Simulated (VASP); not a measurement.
```
Tl
1.0
    1.78119    -3.08512     0.00000
    1.78119     3.08512     0.00000
    0.00000     0.00000     5.59494
Tl
2
Direct
  0.33333   0.66667   0.25000
  0.66667   0.33333   0.75000
```

All values below come from optB88-vdW, VASP's PBE PAW potentials (set 64) (plane waves; VASP 6.6.1). Settings: 520 eV cut-off, 13×13×8 Γ-centred mesh, tetrahedra with Blöchl corrections, potentials Tl_d.

Unless said otherwise, spin-orbit coupling is left out, though it shifts the bands of the heavy elements here.

Task: Predict the energy per atom (σ→0), band gap (on the k-mesh) with the smallest direct gap where there is one.

Result: 
```
Item                                                        Result
------------------------  ----------------------------------------
band gap (on the k-mesh)  none (metal, semimetal or under 0.01 eV)
energy per atom (σ→0)                                0.845 eV/atom
```

The absolute energy has meaning only against runs of the same code, potentials and settings.

The compound is Tl in the hcp structure. It was relaxed first, which changed the volume by +7 %.
